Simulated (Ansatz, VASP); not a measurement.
# NiSb (Breithauptite) in two plane-wave programs, part 2 of 2

One calculation is typed for both programs; each brings its own data sets and cutoff. How far apart do they land?

VASP 6.6.1 and Ansatz 0.2.0.

So far: Set-up; Ansatz: relaxation of cell and atoms, PBE.

**3. VASP: relaxation of cell and atoms, PBE**

Level of this step: PBE, spin-polarised from a ferromagnetic start; plane waves and PAW (Ni, Sb) (VASP).

The same cell, functional, mesh and smearing now go to VASP, with its own data sets and cutoff.

Lines of VASP's logs that name or quote its potential files are left out, and so is its time.

INCAR reads:

```
SYSTEM = NiSb
PREC = Accurate
ENCUT = 400
EDIFF = 1E-06
NELM = 100
ISMEAR = -1
SIGMA = 0.05
LREAL = .FALSE.
ALGO = Normal
GGA = PE
NBANDS = 25
ISPIN = 2
MAGMOM = 1 1 0 0
LASPH = .TRUE.
LMAXMIX = 4
LORBIT = 11
LWAVE = .FALSE.
LCHARG = .FALSE.
KPAR = 4
IBRION = 2
NSW = 60
ISIF = 3
EDIFFG = -0.01
```

POSCAR reads:

```
NiSb
1.0
    3.9400000000      0.0000000000      0.0000000000
   -1.9700000000      3.4121400909      0.0000000000
    0.0000000000      0.0000000000      5.1400000000
Ni Sb
2 2
Direct
    0.0000000000      0.0000000000      0.0000000000
    0.0000000000      0.0000000000      0.5000000000
    0.3333333333      0.6666666667      0.2500000000
    0.6666666667      0.3333333333      0.7500000000
```

KPOINTS reads:

```
Automatic mesh
0
Gamma
7 7 5
0 0 0
```

The projector-augmented-wave data sets are Ni and Sb (PBE family, release 64).

Command:

```console
mpirun -np 4 vasp_std
```

Numbers of over 12 decimals in the logs are rounded to 6 here.

The program printed:

```text
[banner, memory and clock lines left out]
running    4 mpi-ranks, on    1 nodes
 distrk:  each k-point on    1 cores,    4 groups
 distr:  one band on    1 cores,    1 groups

 POSCAR found type information on POSCAR NiSb
 POSCAR found :  2 types and       4 ions
 LDA part: xc-table for (Slater+PW92), standard interpolation
 POSCAR, INCAR and KPOINTS ok, starting setup
 FFT: planning ... GRIDC
 FFT: planning ... GRID_SOFT
 FFT: planning ... GRID
 WAVECAR not read
 entering main loop
       N       E                     dE             d eps       ncg     rms          rms(c)
DAV:   1     0.152749783573E+03    0.15275E+03   -0.10138E+04  2400   0.101E+03
DAV:   2    -0.135273793256E+02   -0.16628E+03   -0.15687E+03  2523   0.240E+02
DAV:   3    -0.213888641276E+02   -0.78615E+01   -0.76757E+01  3048   0.638E+01
DAV:   4    -0.215486096682E+02   -0.15975E+00   -0.15954E+00  2727   0.883E+00
DAV:   5    -0.215539597574E+02   -0.53501E-02   -0.53498E-02  3060   0.167E+00    0.141E+01
DAV:   6    -0.244569181411E+02   -0.29030E+01   -0.22024E+01  2755   0.829E+01    0.181E+01
DAV:   7    -0.203306880329E+02    0.41262E+01   -0.93976E+00  2856   0.588E+01    0.342E+00
DAV:   8    -0.203549819777E+02   -0.24294E-01   -0.74715E-01  3269   0.752E+00    0.241E+00
DAV:   9    -0.203103669812E+02    0.44615E-01   -0.13567E-01  2866   0.574E+00    0.697E-01
DAV:  10    -0.203120518521E+02   -0.16849E-02   -0.47107E-03  3206   0.625E-01    0.327E-01
DAV:  11    -0.203123766786E+02   -0.32483E-03   -0.71867E-04  2830   0.333E-01    0.176E-01
DAV:  12    -0.203122333725E+02    0.14331E-03   -0.52088E-04  2893   0.377E-01    0.604E-02
DAV:  13    -0.203122489296E+02   -0.15557E-04   -0.53776E-05  2831   0.748E-02    0.226E-02
DAV:  14    -0.203122490931E+02   -0.16355E-06   -0.61474E-06  2896   0.235E-02
   1 F= -.20312249E+02 E0= -.20305022E+02  d E =-.203122E+02  mag=     0.0004
[...]
2 F= -.20314516E+02 E0= -.20305864E+02  d E =-.226645E-02  mag=    -0.0000
[...]
3 F= -.20320925E+02 E0= -.20312964E+02  d E =-.867615E-02  mag=     0.0000
[...]
4 F= -.20320890E+02 E0= -.20312873E+02  d E =-.864050E-02  mag=    -0.0000
[...]
5 F= -.20320915E+02 E0= -.20312921E+02  d E =-.866610E-02  mag=    -0.0000
[...]
6 F= -.20321002E+02 E0= -.20312992E+02  d E =-.863486E-04  mag=     0.0000
 trial-energy change:   -0.000086  1 .order   -0.000079   -0.000140   -0.000018
 step:   1.0048(harm=  1.0427)  dis= 0.00000  next Energy=   -20.321002 (dE=-0.873E-04)
 bond charge predicted
       N       E                     dE             d eps       ncg     rms          rms(c)
DAV:   1    -0.203210113754E+02   -0.96549E-05   -0.10833E-04  2959   0.116E-01    0.262E-02
DAV:   2    -0.203210250138E+02   -0.13638E-04   -0.99469E-05  2839   0.178E-01    0.391E-02
DAV:   3    -0.203210042874E+02    0.20726E-04   -0.44806E-05  2833   0.126E-01    0.629E-03
DAV:   4    -0.203210039105E+02    0.37681E-06   -0.18786E-06  2146   0.117E-02
   7 F= -.20321004E+02 E0= -.20312988E+02  d E =-.887189E-04  mag=    -0.0000
 curvature:  -0.48 expect dE=-0.148E-04 dE for cont linesearch -0.333E-05
 trial: gam=-0.01168 g(F)=  0.240E-46 g(S)=  0.309E-04 ort = 0.327E-04 (trialstep = 0.929E+00)
 search vector abs. value=  0.302E-04
 reached required accuracy - stopping structural energy minimisation
```

OUTCAR, selected parts (step 3):

```text
ion  position               nearest neighbor table
   1  0.000  0.000  0.000-   2 2.57   2 2.57   4 2.61   3 2.61   3 2.61   4 2.61   4 2.61   3 2.61

  LATTYP: Found a hexagonal cell.
 ALAT       =     3.9400000000
 C/A-ratio  =     1.3045685279

 Subroutine GETGRP returns: Found 24 space group operations
 (whereof 12 operations were pure point group operations)

The static configuration has the point symmetry D_3d.
 The point group associated with its full space group is D_6h.

 Found     24 irreducible k-points:

   k-points           NKPTS =     24   k-points in BZ     NKDIM =     24   number of bands    NBANDS=     25

   dimension x,y,z NGX =    28 NGY =   28 NGZ =   36
   dimension x,y,z NGXF=    56 NGYF=   56 NGZF=   72

   ENCUT  =  400.0 eV  29.40 Ry    5.42 a.u.   6.43  6.43  8.38*2*pi/ulx,y,z

   NELECT =      30.0000    total number of electrons

 k-points in reciprocal lattice and weights: Automatic mesh
   0.00000000  0.00000000  0.00000000       0.004
   0.14285714  0.00000000  0.00000000       0.024
   0.28571429  0.00000000  0.00000000       0.024
   0.42857143 -0.00000000  0.00000000       0.024
   0.14285714  0.14285714  0.00000000       0.024
   0.28571429  0.14285714  0.00000000       0.049
   0.42857143  0.14285714  0.00000000       0.024
   0.28571429  0.28571429  0.00000000       0.024
   0.00000000  0.00000000  0.20000000       0.008
[...]
0.42857143  0.14285714  0.40000000       0.049
   0.28571429  0.28571429  0.40000000       0.049

 average (electrostatic) potential at core
       1 -81.8073       2 -81.8073       3 -83.3782       4 -83.3782

 E-fermi :   9.6325

 spin component 1
 k-point     1 :       0.0000    0.0000    0.0000
  band No.  band energies     occupation
    ...
      8       7.1841      1.00000
      9       7.6206      1.00000
     10       7.6206      1.00000
     11       8.3784      1.00000
     12       8.3784      1.00000
     13       9.6350      0.48768
     14      10.2240      0.00001
     15      10.2240      0.00001
     16      12.0592      0.00000
     17      12.0592      0.00000
    ...

 k-point     2 :       0.1429    0.0000    0.0000
  band No.  band energies     occupation
    ...
     11       8.3648      1.00000
     12       8.3798      1.00000
     13       8.8230      1.00000
     14       9.4917      0.94358
     15       9.5545      0.82636
     16      11.1955      0.00000
     17      12.6948      0.00000
     18      13.1365      0.00000
     19      14.2471      0.00000
     20      15.1678      0.00000
    ...

 k-point     3 :       0.2857    0.0000    0.0000
  band No.  band energies     occupation
    ...
     11       7.8687      1.00000
     12       8.3385      1.00000
     13       8.3839      1.00000
     14       8.4670      1.00000
     15       9.2066      0.99980
     16      10.1836      0.00002
     17      11.7800      0.00000
     18      13.2994      0.00000
     19      13.5993      0.00000
     20      15.5242      0.00000
    ...

 k-point     4 :       0.4286   -0.0000    0.0000
  band No.  band energies     occupation
    ...
     12       7.8531      1.00000
     13       8.3133      1.00000
     14       8.3646      1.00000
     15       8.3890      1.00000
     16       9.3822      0.99335
     17      10.8684      0.00000
     18      13.1246      0.00000
     19      13.5027      0.00000
     20      15.0496      0.00000
     21      15.0746      0.00000
    ...

 k-point     5 :       0.1429    0.1429    0.0000
  band No.  band energies     occupation
    ...
     11       7.9436      1.00000
     12       8.3480      1.00000
     13       8.3798      1.00000
     14       8.6499      1.00000
     15       9.3771      0.99398
     16      11.4999      0.00000
     17      11.8409      0.00000
     18      12.2542      0.00000
     19      14.4950      0.00000
     20      14.8240      0.00000
    ...

 k-point     6 :       0.2857    0.1429    0.0000
  band No.  band energies     occupation
    ...
     11       7.8786      1.00000
     12       8.0878      1.00000
     13       8.3318      1.00000
     14       8.3795      1.00000
     15       8.8870      1.00000
     16      10.2853      0.00000
     17      10.9576      0.00000
     18      11.9350      0.00000
     19      13.5160      0.00000
     20      14.1696      0.00000
    ...

  Total        0.0327790      0.0327790     -0.0204199      0.0000000      0.0000000      0.0000000
  in kB        0.7465319      0.7465319     -0.4650562      0.0000000      0.0000000      0.0000000
  external PRESSURE =       0.3426692 kB  Pullay stress =       0.0000000 kB

  energy-cutoff  :      400.00
  volume of cell :       70.35
      direct lattice vectors                 reciprocal lattice vectors
     3.967093910 -0.000000000  0.000000000     0.252073690  0.145534813 -0.000000000
    -1.983546955  3.435604105 -0.000000000     0.000000000  0.291069625 -0.000000000
     0.000000000  0.000000000  5.161574742     0.000000000  0.000000000  0.193739324

 POSITION                                       TOTAL-FORCE (eV/Angst)
 -----------------------------------------------------------------------------------
     -0.00000      0.00000      0.00000        -0.000000      0.000000     -0.000000
     -1.98355      3.43560      2.58079        -0.000000      0.000000     -0.000000
     -0.00000      2.29040      1.29039        -0.000000     -0.000000     -0.000000
      1.98355      1.14520      3.87118         0.000000     -0.000000      0.000000
 -----------------------------------------------------------------------------------
    total drift:                               -0.000000      0.000000      0.000000

  FREE ENERGIE OF THE ION-ELECTRON SYSTEM (eV)
  ---------------------------------------------------
  free  energy   TOTEN  =       -20.3210039105 eV

  energy  without entropy=      -20.3049729290  energy(sigma->0) =      -20.31298842

 reached required accuracy - stopping structural energy minimisation

 total charge
# of ion       s       p       d       tot
------------------------------------------
    1        0.441   0.461   8.448   9.349
    2        0.441   0.461   8.448   9.349
    3        1.135   1.206   0.071   2.412
    4        1.135   1.206   0.071   2.412
--------------------------------------------------
tot          3.152   3.334  17.038  23.523

 magnetization (x)
# of ion       s       p       d       tot
------------------------------------------
    1       -0.000  -0.000  -0.000  -0.000
    2       -0.000  -0.000  -0.000  -0.000
    3        0.000   0.000   0.000   0.000
    4        0.000   0.000   0.000   0.000
--------------------------------------------------
tot         -0.000   0.000  -0.000  -0.000

[... 2 further parts left out ...]
```

The moments of VASP's start collapse, so its state is non-magnetic. The k-mesh is coarse for a metal. The run keeps the 24 symmetry operations of its start, so it cannot find a distortion of lower symmetry.

**4. Side by side**

Known differences besides the potentials themselves: both relaxations stop at a tolerance, which leaves soft axes loose, and VASP keeps its plane-wave basis; the data sets hold 66 valence electrons in Ansatz (default PAW (the set named soft_2) files) and 30 in VASP; the cutoff is 420 eV in Ansatz and 400 eV in VASP; Ansatz adds a Pulay correction to the stress that steers its cell, VASP none. Total energies have different zeros and are not compared.

Both answers:

```tsv
quantity	Ansatz	VASP	difference
volume (Å³)	70.63	70.35	+0.40 %
edge a after relaxation, in the typed setting (Å)	3.975	3.967	+0.21 %
edge c after relaxation, in the typed setting (Å)	5.160	5.162	-0.03 %
```

The walks stopped with -0.03 GPa left in Ansatz and 0.03 GPa in VASP; each walk ends within a tolerance, so the volume difference is uncertain by about these residues over the bulk modulus, most in soft cells.

**5. Results**

```
difference in volume (relaxation of cell and atoms, PBE) : 0.40 %
```

**Reading.** The difference in volume is 0.40 % (relaxation of cell and atoms, PBE), within the 1.2 % picked in this series as the mark of a large difference, as far as the stopping tolerances let one tell. Such differences can come from data sets, numerical settings and the points named under the comparisons, not from the functional's error against experiment.

[Lines on the potential files, build, host, timing and source positions are cut from VASP's logs without a mark.]

[Logs are printed without paths, hosts, clocks, repeated set-up lines and the standing remarks that a program may print on its own settings, such as how far it seeks lower states.]

[Hosts, paths, dates, database ids (printed as entryN), source tags and the programs' standing remarks are cut or masked in the printed files.]
